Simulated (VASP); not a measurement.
Runs of VASP 6.6.1 on AlFe3B. It takes space group Pm-3m (No. 221, cubic). The conventional cell has a = 3.822 Å, b = 3.822 Å, c = 3.822 Å, α = 90.00°, β = 90.00°, γ = 90.00°. Around Fe (site symmetry 4/mmm) lie 2 B at 1.91 Å. Al (site symmetry m-3m) has 12 Fe at 2.70 Å as nearest neighbours. B (site symmetry m-3m) is surrounded by 6 Fe at 1.91 Å. The cell comes from a database or a generator and needn't be the stable form of this composition.

```tsv
task	level	ladder	gap on the mesh (eV)	pressure (GPa)	moment (μB)	V0 of scaled cells (Å³/atom)	B0 (GPa)
equation of state	PBEsol	free	-	-	-	10.77	212
equation of state	PBE	-	-	-	-	11.12	(b)
single point	PBEsol	free	none	(a)	4.11	-	-
single point	PBE	-	none	-0.8	4.11	-	-
```

Alike in all rows: potentials or basis VASP PAW PBE potentials, release 64 (Fe, Al, B); spin collinear, ferromagnetic start; cell as given; k mesh 7 × 7 × 7; cutoff (eV) 520; smearing fermi-dirac 0.05 eV.

Task: Estimate the missing entries.

Result: (a) -7.1; (b) 192.

Caveats: the PAW data sets were made with another functional, which shifts forces and pressure a little (some runs).

A k mesh can miss the band edges.

A gap of «none» marks a metal or a gap under the smearing width.

Not every run made on this cell is shown here.
